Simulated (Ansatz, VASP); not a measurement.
# Ge (Germanium) in two plane-wave programs, part 2 of 4

Wanted: the spread between two codes on one cell, functional and k mesh. Of the first pair: The structure shown is the end of the Ansatz relaxation below.

VASP 6.6.1 and Ansatz 0.2.0.

So far: The starting structure; Ansatz: relaxation, LDA.

**3. VASP: single point, LDA**

Level of this step: LDA; plane waves and PAW (Ge_d) (VASP).

The same cell, functional (in two slightly different forms), mesh and smearing now go to VASP, with its own data sets.

Lines of VASP's logs that name or quote its potential files are left out, and so is its time.

Input file INCAR:

```
SYSTEM = Ge
PREC = Accurate
ENCUT = 500
EDIFF = 1E-06
NELM = 120
ISMEAR = 0
SIGMA = 0.015
LREAL = .FALSE.
ALGO = Normal
GGA = PW92
NBANDS = 20
LORBIT = 11
LWAVE = .FALSE.
LCHARG = .FALSE.
ISIF = 2
ISYM = 2
LASPH = .TRUE.
GGA_COMPAT = .FALSE.
KPAR = 2
```

Input file POSCAR:

```
Ge
1.0
    0.0000000000      2.9231723792      2.7220035789
    2.9231723792      0.0000000000      2.7220035789
    2.9231723792      2.9231723792      0.0000000000
Ge
2
Direct
    0.4998928365      0.4998928365      0.5000275769
    0.7501071635      0.7501071635      0.7499724231
```

Input file KPOINTS:

```
Points of the shifted mesh
1728
Reciprocal
 0.0416666667  0.0416666667  0.0416666667 1
 0.0416666667  0.0416666667  0.1250000000 1
 0.0416666667  0.0416666667  0.2083333333 1
 0.0416666667  0.0416666667  0.2916666667 1
 0.0416666667  0.0416666667  0.3750000000 1
 0.0416666667  0.0416666667  0.4583333333 1
 0.0416666667  0.0416666667  0.5416666667 1
 0.0416666667  0.0416666667  0.6250000000 1
 0.0416666667  0.0416666667  0.7083333333 1
 0.0416666667  0.0416666667  0.7916666667 1
 0.0416666667  0.0416666667  0.8750000000 1
 0.0416666667  0.0416666667  0.9583333333 1
 0.0416666667  0.1250000000  0.0416666667 1
 0.0416666667  0.1250000000  0.1250000000 1
 0.0416666667  0.1250000000  0.2083333333 1
 0.0416666667  0.1250000000  0.2916666667 1
 0.0416666667  0.1250000000  0.3750000000 1
 0.0416666667  0.1250000000  0.4583333333 1
 0.0416666667  0.1250000000  0.5416666667 1
 0.0416666667  0.1250000000  0.6250000000 1
 0.0416666667  0.1250000000  0.7083333333 1
 0.0416666667  0.1250000000  0.7916666667 1
 0.0416666667  0.1250000000  0.8750000000 1
 0.0416666667  0.1250000000  0.9583333333 1
 0.0416666667  0.2083333333  0.0416666667 1
 0.0416666667  0.2083333333  0.1250000000 1
 0.0416666667  0.2083333333  0.2083333333 1
 0.0416666667  0.2083333333  0.2916666667 1
 0.0416666667  0.2083333333  0.3750000000 1
 0.0416666667  0.2083333333  0.4583333333 1
 0.0416666667  0.2083333333  0.5416666667 1
 0.0416666667  0.2083333333  0.6250000000 1
 0.0416666667  0.2083333333  0.7083333333 1
 0.0416666667  0.2083333333  0.7916666667 1
 0.0416666667  0.2083333333  0.8750000000 1
 0.0416666667  0.2083333333  0.9583333333 1
 0.0416666667  0.2916666667  0.0416666667 1
 0.0416666667  0.2916666667  0.1250000000 1
 0.0416666667  0.2916666667  0.2083333333 1
 0.0416666667  0.2916666667  0.2916666667 1
 0.0416666667  0.2916666667  0.3750000000 1
 0.0416666667  0.2916666667  0.4583333333 1
 0.0416666667  0.2916666667  0.5416666667 1
 0.0416666667  0.2916666667  0.6250000000 1
 0.0416666667  0.2916666667  0.7083333333 1
 0.0416666667  0.2916666667  0.7916666667 1
 0.0416666667  0.2916666667  0.8750000000 1
 0.0416666667  0.2916666667  0.9583333333 1
 0.0416666667  0.3750000000  0.0416666667 1
 0.0416666667  0.3750000000  0.1250000000 1
 0.0416666667  0.3750000000  0.2083333333 1
 0.0416666667  0.3750000000  0.2916666667 1
 0.0416666667  0.3750000000  0.3750000000 1
 0.0416666667  0.3750000000  0.4583333333 1
 0.0416666667  0.3750000000  0.5416666667 1
 0.0416666667  0.3750000000  0.6250000000 1
 0.0416666667  0.3750000000  0.7083333333 1
 0.0416666667  0.3750000000  0.7916666667 1
 0.0416666667  0.3750000000  0.8750000000 1
 0.0416666667  0.3750000000  0.9583333333 1
 0.0416666667  0.4583333333  0.0416666667 1
 0.0416666667  0.4583333333  0.1250000000 1
 0.0416666667  0.4583333333  0.2083333333 1
 0.0416666667  0.4583333333  0.2916666667 1
 0.0416666667  0.4583333333  0.3750000000 1
 0.0416666667  0.4583333333  0.4583333333 1
 0.0416666667  0.4583333333  0.5416666667 1
 0.0416666667  0.4583333333  0.6250000000 1
 0.0416666667  0.4583333333  0.7083333333 1
 0.0416666667  0.4583333333  0.7916666667 1
 0.0416666667  0.4583333333  0.8750000000 1
 0.0416666667  0.4583333333  0.9583333333 1
 0.0416666667  0.5416666667  0.0416666667 1
 0.0416666667  0.5416666667  0.1250000000 1
 0.0416666667  0.5416666667  0.2083333333 1
 0.0416666667  0.5416666667  0.2916666667 1
 0.0416666667  0.5416666667  0.3750000000 1
 0.0416666667  0.5416666667  0.4583333333 1
 0.0416666667  0.5416666667  0.5416666667 1
 0.0416666667  0.5416666667  0.6250000000 1
 0.0416666667  0.5416666667  0.7083333333 1
 0.0416666667  0.5416666667  0.7916666667 1
 0.0416666667  0.5416666667  0.8750000000 1
 0.0416666667  0.5416666667  0.9583333333 1
 0.0416666667  0.6250000000  0.0416666667 1
 0.0416666667  0.6250000000  0.1250000000 1
 0.0416666667  0.6250000000  0.2083333333 1
 0.0416666667  0.6250000000  0.2916666667 1
 0.0416666667  0.6250000000  0.3750000000 1
 0.0416666667  0.6250000000  0.4583333333 1
 0.0416666667  0.6250000000  0.5416666667 1
 0.0416666667  0.6250000000  0.6250000000 1
 0.0416666667  0.6250000000  0.7083333333 1
 0.0416666667  0.6250000000  0.7916666667 1
 0.0416666667  0.6250000000  0.8750000000 1
 0.0416666667  0.6250000000  0.9583333333 1
 0.0416666667  0.7083333333  0.0416666667 1
 0.0416666667  0.7083333333  0.1250000000 1
 0.0416666667  0.7083333333  0.2083333333 1
 0.0416666667  0.7083333333  0.2916666667 1
 0.0416666667  0.7083333333  0.3750000000 1
 0.0416666667  0.7083333333  0.4583333333 1
 0.0416666667  0.7083333333  0.5416666667 1
 0.0416666667  0.7083333333  0.6250000000 1
 0.0416666667  0.7083333333  0.7083333333 1
 0.0416666667  0.7083333333  0.7916666667 1
 0.0416666667  0.7083333333  0.8750000000 1
 0.0416666667  0.7083333333  0.9583333333 1
 0.0416666667  0.7916666667  0.0416666667 1
 0.0416666667  0.7916666667  0.1250000000 1
 0.0416666667  0.7916666667  0.2083333333 1
 0.0416666667  0.7916666667  0.2916666667 1
[... 1390 lines left out ...]
 0.8750000000  0.4583333333  0.1250000000 1
 0.8750000000  0.4583333333  0.2083333333 1
 0.8750000000  0.4583333333  0.2916666667 1
 0.8750000000  0.4583333333  0.3750000000 1
 0.8750000000  0.4583333333  0.4583333333 1
 0.8750000000  0.4583333333  0.5416666667 1
 0.8750000000  0.4583333333  0.6250000000 1
 0.8750000000  0.4583333333  0.7083333333 1
 0.8750000000  0.4583333333  0.7916666667 1
 0.8750000000  0.4583333333  0.8750000000 1
 0.8750000000  0.4583333333  0.9583333333 1
 0.8750000000  0.5416666667  0.0416666667 1
 0.8750000000  0.5416666667  0.1250000000 1
 0.8750000000  0.5416666667  0.2083333333 1
 0.8750000000  0.5416666667  0.2916666667 1
 0.8750000000  0.5416666667  0.3750000000 1
 0.8750000000  0.5416666667  0.4583333333 1
 0.8750000000  0.5416666667  0.5416666667 1
 0.8750000000  0.5416666667  0.6250000000 1
 0.8750000000  0.5416666667  0.7083333333 1
 0.8750000000  0.5416666667  0.7916666667 1
 0.8750000000  0.5416666667  0.8750000000 1
 0.8750000000  0.5416666667  0.9583333333 1
 0.8750000000  0.6250000000  0.0416666667 1
 0.8750000000  0.6250000000  0.1250000000 1
 0.8750000000  0.6250000000  0.2083333333 1
 0.8750000000  0.6250000000  0.2916666667 1
 0.8750000000  0.6250000000  0.3750000000 1
 0.8750000000  0.6250000000  0.4583333333 1
 0.8750000000  0.6250000000  0.5416666667 1
 0.8750000000  0.6250000000  0.6250000000 1
 0.8750000000  0.6250000000  0.7083333333 1
 0.8750000000  0.6250000000  0.7916666667 1
 0.8750000000  0.6250000000  0.8750000000 1
 0.8750000000  0.6250000000  0.9583333333 1
 0.8750000000  0.7083333333  0.0416666667 1
 0.8750000000  0.7083333333  0.1250000000 1
 0.8750000000  0.7083333333  0.2083333333 1
 0.8750000000  0.7083333333  0.2916666667 1
 0.8750000000  0.7083333333  0.3750000000 1
 0.8750000000  0.7083333333  0.4583333333 1
 0.8750000000  0.7083333333  0.5416666667 1
 0.8750000000  0.7083333333  0.6250000000 1
 0.8750000000  0.7083333333  0.7083333333 1
 0.8750000000  0.7083333333  0.7916666667 1
 0.8750000000  0.7083333333  0.8750000000 1
 0.8750000000  0.7083333333  0.9583333333 1
 0.8750000000  0.7916666667  0.0416666667 1
 0.8750000000  0.7916666667  0.1250000000 1
 0.8750000000  0.7916666667  0.2083333333 1
 0.8750000000  0.7916666667  0.2916666667 1
 0.8750000000  0.7916666667  0.3750000000 1
 0.8750000000  0.7916666667  0.4583333333 1
 0.8750000000  0.7916666667  0.5416666667 1
 0.8750000000  0.7916666667  0.6250000000 1
 0.8750000000  0.7916666667  0.7083333333 1
 0.8750000000  0.7916666667  0.7916666667 1
 0.8750000000  0.7916666667  0.8750000000 1
 0.8750000000  0.7916666667  0.9583333333 1
 0.8750000000  0.8750000000  0.0416666667 1
 0.8750000000  0.8750000000  0.1250000000 1
 0.8750000000  0.8750000000  0.2083333333 1
 0.8750000000  0.8750000000  0.2916666667 1
 0.8750000000  0.8750000000  0.3750000000 1
 0.8750000000  0.8750000000  0.4583333333 1
 0.8750000000  0.8750000000  0.5416666667 1
 0.8750000000  0.8750000000  0.6250000000 1
 0.8750000000  0.8750000000  0.7083333333 1
 0.8750000000  0.8750000000  0.7916666667 1
 0.8750000000  0.8750000000  0.8750000000 1
 0.8750000000  0.8750000000  0.9583333333 1
 0.8750000000  0.9583333333  0.0416666667 1
 0.8750000000  0.9583333333  0.1250000000 1
 0.8750000000  0.9583333333  0.2083333333 1
 0.8750000000  0.9583333333  0.2916666667 1
 0.8750000000  0.9583333333  0.3750000000 1
 0.8750000000  0.9583333333  0.4583333333 1
 0.8750000000  0.9583333333  0.5416666667 1
 0.8750000000  0.9583333333  0.6250000000 1
 0.8750000000  0.9583333333  0.7083333333 1
 0.8750000000  0.9583333333  0.7916666667 1
 0.8750000000  0.9583333333  0.8750000000 1
 0.8750000000  0.9583333333  0.9583333333 1
 0.9583333333  0.0416666667  0.0416666667 1
 0.9583333333  0.0416666667  0.1250000000 1
 0.9583333333  0.0416666667  0.2083333333 1
 0.9583333333  0.0416666667  0.2916666667 1
 0.9583333333  0.0416666667  0.3750000000 1
 0.9583333333  0.0416666667  0.4583333333 1
 0.9583333333  0.0416666667  0.5416666667 1
 0.9583333333  0.0416666667  0.6250000000 1
 0.9583333333  0.0416666667  0.7083333333 1
 0.9583333333  0.0416666667  0.7916666667 1
 0.9583333333  0.0416666667  0.8750000000 1
 0.9583333333  0.0416666667  0.9583333333 1
 0.9583333333  0.1250000000  0.0416666667 1
 0.9583333333  0.1250000000  0.1250000000 1
 0.9583333333  0.1250000000  0.2083333333 1
 0.9583333333  0.1250000000  0.2916666667 1
 0.9583333333  0.1250000000  0.3750000000 1
 0.9583333333  0.1250000000  0.4583333333 1
 0.9583333333  0.1250000000  0.5416666667 1
 0.9583333333  0.1250000000  0.6250000000 1
 0.9583333333  0.1250000000  0.7083333333 1
 0.9583333333  0.1250000000  0.7916666667 1
 0.9583333333  0.1250000000  0.8750000000 1
 0.9583333333  0.1250000000  0.9583333333 1
 0.9583333333  0.2083333333  0.0416666667 1
 0.9583333333  0.2083333333  0.1250000000 1
 0.9583333333  0.2083333333  0.2083333333 1
 0.9583333333  0.2083333333  0.2916666667 1
 0.9583333333  0.2083333333  0.3750000000 1
 0.9583333333  0.2083333333  0.4583333333 1
 0.9583333333  0.2083333333  0.5416666667 1
 0.9583333333  0.2083333333  0.6250000000 1
 0.9583333333  0.2083333333  0.7083333333 1
 0.9583333333  0.2083333333  0.7916666667 1
 0.9583333333  0.2083333333  0.8750000000 1
 0.9583333333  0.2083333333  0.9583333333 1
 0.9583333333  0.2916666667  0.0416666667 1
 0.9583333333  0.2916666667  0.1250000000 1
 0.9583333333  0.2916666667  0.2083333333 1
 0.9583333333  0.2916666667  0.2916666667 1
 0.9583333333  0.2916666667  0.3750000000 1
 0.9583333333  0.2916666667  0.4583333333 1
 0.9583333333  0.2916666667  0.5416666667 1
 0.9583333333  0.2916666667  0.6250000000 1
 0.9583333333  0.2916666667  0.7083333333 1
 0.9583333333  0.2916666667  0.7916666667 1
 0.9583333333  0.2916666667  0.8750000000 1
 0.9583333333  0.2916666667  0.9583333333 1
 0.9583333333  0.3750000000  0.0416666667 1
 0.9583333333  0.3750000000  0.1250000000 1
 0.9583333333  0.3750000000  0.2083333333 1
 0.9583333333  0.3750000000  0.2916666667 1
 0.9583333333  0.3750000000  0.3750000000 1
 0.9583333333  0.3750000000  0.4583333333 1
 0.9583333333  0.3750000000  0.5416666667 1
 0.9583333333  0.3750000000  0.6250000000 1
 0.9583333333  0.3750000000  0.7083333333 1
 0.9583333333  0.3750000000  0.7916666667 1
 0.9583333333  0.3750000000  0.8750000000 1
 0.9583333333  0.3750000000  0.9583333333 1
 0.9583333333  0.4583333333  0.0416666667 1
 0.9583333333  0.4583333333  0.1250000000 1
 0.9583333333  0.4583333333  0.2083333333 1
 0.9583333333  0.4583333333  0.2916666667 1
 0.9583333333  0.4583333333  0.3750000000 1
 0.9583333333  0.4583333333  0.4583333333 1
 0.9583333333  0.4583333333  0.5416666667 1
 0.9583333333  0.4583333333  0.6250000000 1
 0.9583333333  0.4583333333  0.7083333333 1
 0.9583333333  0.4583333333  0.7916666667 1
 0.9583333333  0.4583333333  0.8750000000 1
 0.9583333333  0.4583333333  0.9583333333 1
 0.9583333333  0.5416666667  0.0416666667 1
 0.9583333333  0.5416666667  0.1250000000 1
 0.9583333333  0.5416666667  0.2083333333 1
 0.9583333333  0.5416666667  0.2916666667 1
 0.9583333333  0.5416666667  0.3750000000 1
 0.9583333333  0.5416666667  0.4583333333 1
 0.9583333333  0.5416666667  0.5416666667 1
 0.9583333333  0.5416666667  0.6250000000 1
 0.9583333333  0.5416666667  0.7083333333 1
 0.9583333333  0.5416666667  0.7916666667 1
 0.9583333333  0.5416666667  0.8750000000 1
 0.9583333333  0.5416666667  0.9583333333 1
 0.9583333333  0.6250000000  0.0416666667 1
 0.9583333333  0.6250000000  0.1250000000 1
 0.9583333333  0.6250000000  0.2083333333 1
 0.9583333333  0.6250000000  0.2916666667 1
 0.9583333333  0.6250000000  0.3750000000 1
 0.9583333333  0.6250000000  0.4583333333 1
 0.9583333333  0.6250000000  0.5416666667 1
 0.9583333333  0.6250000000  0.6250000000 1
 0.9583333333  0.6250000000  0.7083333333 1
 0.9583333333  0.6250000000  0.7916666667 1
 0.9583333333  0.6250000000  0.8750000000 1
 0.9583333333  0.6250000000  0.9583333333 1
 0.9583333333  0.7083333333  0.0416666667 1
 0.9583333333  0.7083333333  0.1250000000 1
 0.9583333333  0.7083333333  0.2083333333 1
 0.9583333333  0.7083333333  0.2916666667 1
 0.9583333333  0.7083333333  0.3750000000 1
 0.9583333333  0.7083333333  0.4583333333 1
 0.9583333333  0.7083333333  0.5416666667 1
 0.9583333333  0.7083333333  0.6250000000 1
 0.9583333333  0.7083333333  0.7083333333 1
 0.9583333333  0.7083333333  0.7916666667 1
 0.9583333333  0.7083333333  0.8750000000 1
 0.9583333333  0.7083333333  0.9583333333 1
 0.9583333333  0.7916666667  0.0416666667 1
 0.9583333333  0.7916666667  0.1250000000 1
 0.9583333333  0.7916666667  0.2083333333 1
 0.9583333333  0.7916666667  0.2916666667 1
 0.9583333333  0.7916666667  0.3750000000 1
 0.9583333333  0.7916666667  0.4583333333 1
 0.9583333333  0.7916666667  0.5416666667 1
 0.9583333333  0.7916666667  0.6250000000 1
 0.9583333333  0.7916666667  0.7083333333 1
 0.9583333333  0.7916666667  0.7916666667 1
 0.9583333333  0.7916666667  0.8750000000 1
 0.9583333333  0.7916666667  0.9583333333 1
 0.9583333333  0.8750000000  0.0416666667 1
 0.9583333333  0.8750000000  0.1250000000 1
 0.9583333333  0.8750000000  0.2083333333 1
 0.9583333333  0.8750000000  0.2916666667 1
 0.9583333333  0.8750000000  0.3750000000 1
 0.9583333333  0.8750000000  0.4583333333 1
 0.9583333333  0.8750000000  0.5416666667 1
 0.9583333333  0.8750000000  0.6250000000 1
 0.9583333333  0.8750000000  0.7083333333 1
 0.9583333333  0.8750000000  0.7916666667 1
 0.9583333333  0.8750000000  0.8750000000 1
 0.9583333333  0.8750000000  0.9583333333 1
 0.9583333333  0.9583333333  0.0416666667 1
 0.9583333333  0.9583333333  0.1250000000 1
 0.9583333333  0.9583333333  0.2083333333 1
 0.9583333333  0.9583333333  0.2916666667 1
 0.9583333333  0.9583333333  0.3750000000 1
 0.9583333333  0.9583333333  0.4583333333 1
 0.9583333333  0.9583333333  0.5416666667 1
 0.9583333333  0.9583333333  0.6250000000 1
 0.9583333333  0.9583333333  0.7083333333 1
 0.9583333333  0.9583333333  0.7916666667 1
 0.9583333333  0.9583333333  0.8750000000 1
 0.9583333333  0.9583333333  0.9583333333 1
```

PAW data sets: Ge_d (LDA family, release 64).

Started as:

```console
$ mpirun -np 2 vasp_std
```

Output:

```text
[banner, memory and clock lines left out]
running    2 mpi-ranks, on    1 nodes
 distrk:  each k-point on    1 cores,    2 groups
 distr:  one band on    1 cores,    1 groups

 POSCAR found type information on POSCAR Ge
 POSCAR found :  1 types and       2 ions
|                                                                             |
|               ----> ADVICE to this user running VASP <----                  |
|                                                                             |
|     You enforced a specific xc type in the INCAR file but a different       |
|     [... a line on the potential file left out ...]
|     I HOPE YOU KNOW WHAT YOU ARE DOING!                                     |
|                                                                             |

 LDA part: xc-table for (Slater(with rela. corr.)+PW92), standard interpolation
 POSCAR, INCAR and KPOINTS ok, starting setup
 FFT: planning ... GRIDC
 FFT: planning ... GRID_SOFT
 FFT: planning ... GRID
 WAVECAR not read
 entering main loop
       N       E                     dE             d eps       ncg     rms          rms(c)
DAV:   1     0.183984827095E+03    0.18398E+03   -0.14757E+04 74088   0.366E+03
DAV:   2     0.153504156452E+02   -0.16863E+03   -0.16421E+03 69256   0.582E+02
DAV:   3    -0.967432314732E+01   -0.25025E+02   -0.24848E+02 78236   0.145E+02
DAV:   4    -0.104825191304E+02   -0.80820E+00   -0.80763E+00 77688   0.304E+01
DAV:   5    -0.104958891020E+02   -0.13370E-01   -0.13369E-01 77412   0.427E+00    0.313E+00
DAV:   6    -0.103887905846E+02    0.10710E+00   -0.35444E-02 76700   0.174E+00    0.179E+00
DAV:   7    -0.103345068278E+02    0.54284E-01   -0.71043E-02 71920   0.208E+00    0.134E-01
DAV:   8    -0.103351532058E+02   -0.64638E-03   -0.54491E-03 78776   0.923E-01    0.476E-02
DAV:   9    -0.103351964959E+02   -0.43290E-04   -0.82329E-05 78336   0.944E-02    0.117E-02
DAV:  10    -0.103351935736E+02    0.29224E-05   -0.99986E-06 93932   0.488E-02    0.407E-03
DAV:  11    -0.103351934804E+02    0.93220E-07   -0.88752E-07 53076   0.838E-03
   1 F= -.10335193E+02 E0= -.10335188E+02  d E =-.111771E-04
```

(Continued in part 3 of 4.)

[Lines on the potential files, build, host, timing and source positions are cut from VASP's logs without a mark.]

[Logs are printed without paths, hosts, clocks, repeated set-up lines and the standing remarks that a program may print on its own settings, such as how far it seeks lower states.]

[Hosts, paths, dates, database ids (printed as entryN), source tags and the programs' standing remarks are cut or masked in the printed files.]
